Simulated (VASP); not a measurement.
Calculation: PBEsol GGA, VASP's PBE PAW potentials (set 64) (plane waves; VASP 6.6.1).

Input for VASP

**INCAR**
```
! general
SYSTEM  = MnSi
PREC    = Accurate
ENCUT   = 400
LREAL   = F
LASPH   = T

! electronic loop
EDIFF   = 1E-6
NELM    = 100
ALGO    = Normal
LMAXMIX = 4

! smearing
ISMEAR  = 1
SIGMA   = 0.1

! functional
GGA     = PS

! ions
IBRION  = 2
NSW     = 60
ISIF    = 3
EDIFFG  = -0.01

! output
LWAVE   = F
LCHARG  = F
```

KPOINTS:
```
Automatic mesh
0
Gamma
14 14 9
0 0 0
```

POSCAR:
```
MnSi
1
    2.7141636514     0.0000000000     0.0000000000
   -1.3570818257     2.3505344860     0.0000000000
    0.0000000000     0.0000000000     3.5137514516
Mn Si
1 1
Direct
  0.0000000000   0.0000000000   0.0000000000
  0.6666670000   0.3333330000   0.5000000000
```

POTCAR, in this order: Mn_pv Si (PBE.64 set). Program: vasp_std.

The resulting files:

**OSZICAR**
```
       N       E                     dE             d eps       ncg     rms          rms(c)
DAV:   1     0.936482546592E+02    0.93648E+02   -0.85270E+03  2928   0.132E+03
DAV:   2    -0.153244655047E+02   -0.10897E+03   -0.10462E+03  2932   0.338E+02
DAV:   3    -0.184468626415E+02   -0.31224E+01   -0.30425E+01  3472   0.636E+01
DAV:   4    -0.184917312478E+02   -0.44869E-01   -0.44840E-01  3144   0.764E+00
DAV:   5    -0.184924900425E+02   -0.75879E-03   -0.75876E-03  3400   0.102E+00    0.181E+01
DAV:   6    -0.188467279126E+02   -0.35424E+00   -0.32961E+01  3260   0.848E+01    0.139E+01
DAV:   7    -0.163029046319E+02    0.25438E+01   -0.11938E+01  3156   0.517E+01    0.380E+00
DAV:   8    -0.162575872714E+02    0.45317E-01   -0.41379E-01  3028   0.662E+00    0.901E-01
DAV:   9    -0.162496106718E+02    0.79766E-02   -0.20947E-02  3456   0.169E+00    0.363E-01
DAV:  10    -0.162487777576E+02    0.83291E-03   -0.13741E-03  3268   0.468E-01    0.128E-01
DAV:  11    -0.162487228377E+02    0.54920E-04   -0.16037E-04  3428   0.157E-01    0.247E-02
DAV:  12    -0.162487220716E+02    0.76614E-06   -0.56546E-06  3116   0.307E-02
   1 F= -.16248722E+02 E0= -.16249149E+02  d E =-.162487E+02
       N       E                     dE             d eps       ncg     rms          rms(c)
DAV:   1    -0.162665756233E+02   -0.17853E-01   -0.22047E-01  3088   0.826E+00    0.134E+00
DAV:   2    -0.162704922093E+02   -0.39166E-02   -0.25733E-01  3252   0.781E+00    0.125E+00
DAV:   3    -0.162488209100E+02    0.21671E-01   -0.75444E-02  3232   0.421E+00    0.152E-01
DAV:   4    -0.162485691763E+02    0.25173E-03   -0.18203E-03  2956   0.365E-01    0.501E-02
DAV:   5    -0.162485551422E+02    0.14034E-04   -0.48582E-05  3440   0.912E-02    0.300E-02
DAV:   6    -0.162485561920E+02   -0.10498E-05   -0.98446E-06  3072   0.400E-02    0.372E-03
DAV:   7    -0.162485560465E+02    0.14551E-06   -0.18453E-07  1712   0.596E-03
   2 F= -.16248556E+02 E0= -.16248996E+02  d E =0.166025E-03
       N       E                     dE             d eps       ncg     rms          rms(c)
DAV:   1    -0.162559860600E+02   -0.74299E-02   -0.87264E-02  3076   0.522E+00    0.836E-01
DAV:   2    -0.162578659123E+02   -0.18799E-02   -0.10479E-01  3284   0.497E+00    0.799E-01
DAV:   3    -0.162489279692E+02    0.89379E-02   -0.30227E-02  3268   0.265E+00    0.911E-02
DAV:   4    -0.162488335545E+02    0.94415E-04   -0.70494E-04  2936   0.209E-01    0.329E-02
DAV:   5    -0.162488240322E+02    0.95223E-05   -0.31887E-05  3432   0.778E-02    0.176E-02
DAV:   6    -0.162488212192E+02    0.28131E-05   -0.49945E-06  3036   0.312E-02    0.361E-03
DAV:   7    -0.162488210835E+02    0.13572E-06   -0.33867E-07  1568   0.927E-03
   3 F= -.16248821E+02 E0= -.16249253E+02  d E =-.990119E-04
       N       E                     dE             d eps       ncg     rms          rms(c)
DAV:   1    -0.162488234065E+02   -0.21873E-05   -0.26522E-05  3168   0.900E-02    0.149E-02
DAV:   2    -0.162488239420E+02   -0.53545E-06   -0.33683E-05  3288   0.889E-02    0.144E-02
DAV:   3    -0.162488211463E+02    0.27957E-05   -0.98335E-06  3280   0.479E-02    0.160E-03
DAV:   4    -0.162488211561E+02   -0.98316E-08   -0.20123E-07  1448   0.372E-03
   4 F= -.16248821E+02 E0= -.16249253E+02  d E =-.990845E-04
       N       E                     dE             d eps       ncg     rms          rms(c)
DAV:   1    -0.162490219294E+02   -0.20078E-03   -0.45541E-03  2976   0.779E-01    0.105E-01
DAV:   2    -0.162488701900E+02    0.15174E-03   -0.25063E-04  3144   0.183E-01    0.387E-02
DAV:   3    -0.162488566251E+02    0.13565E-04   -0.90100E-05  3316   0.132E-01    0.282E-02
DAV:   4    -0.162488485645E+02    0.80606E-05   -0.28649E-05  3288   0.811E-02    0.502E-03
DAV:   5    -0.162488486226E+02   -0.58099E-07   -0.13607E-06  1944   0.136E-02
   5 F= -.16248849E+02 E0= -.16249291E+02  d E =-.274665E-04
```

### OUTCAR
```
------------------------ aborting loop because EDIFF is reached ----------------------------------------
  FORCE on cell =-STRESS in cart. coord.  units (eV):
  Direction    XX          YY          ZZ          XY          YZ          ZX
  --------------------------------------------------------------------------------------
  Total       -0.0039866     -0.0039866      0.0093768      0.0000000     -0.0000000      0.0000000
  in kB       -0.2856611     -0.2856610      0.6719015      0.0000000     -0.0000000      0.0000000
  external PRESSURE =       0.0335265 kB  Pullay stress =       0.0000000 kB
  volume of cell :       22.36
      direct lattice vectors                 reciprocal lattice vectors
     2.710238597  0.000000000  0.000000000     0.368971205  0.213025641 -0.000000000
    -1.355119299  2.347135290 -0.000000000    -0.000000000  0.426051282  0.000000000
     0.000000000 -0.000000000  3.514918494    -0.000000000  0.000000000  0.284501618
 POSITION                                       TOTAL-FORCE (eV/Angst)
 -----------------------------------------------------------------------------------
      0.00000     -0.00000      3.51492        -0.000000      0.000000     -0.000000
      1.35512      0.78238      1.75746         0.000000     -0.000000      0.000000
 -----------------------------------------------------------------------------------
    total drift:                                0.000014     -0.000004     -0.000000
  FREE ENERGIE OF THE ION-ELECTRON SYSTEM (eV)
  ---------------------------------------------------
  free  energy   TOTEN  =       -16.2488486226 eV

  energy  without entropy=      -16.2501757300  energy(sigma->0) =      -16.24929099

 reached required accuracy - stopping structural energy minimisation
```
(Selected blocks of OUTCAR.)

**CONTCAR**
```
MnSi
   1.00000000000000
     2.7102385973914296    0.0000000000000000    0.0000000000000000
    -1.3551192986957148    2.3471352903245668   -0.0000000000000000
     0.0000000000000000   -0.0000000000000000    3.5149184938917934
  Mn              Si
     1     1
Direct
     0.0000000000000000    0.0000000000000000    1.0000000000000000
     0.6666669999999968    0.3333330000000032    0.5000000000000000
```

The structure was generated: MnSi was put into the WC type (P-6m2), which need not be its known phase. This run relaxes it. Symmetry was kept, so distortions that lower it aren't found. The start is the result of an earlier pass. The run is not spin-polarised, so no magnetic state was tried. The electron count is odd and the run is not spin-polarised, which forces a metal.
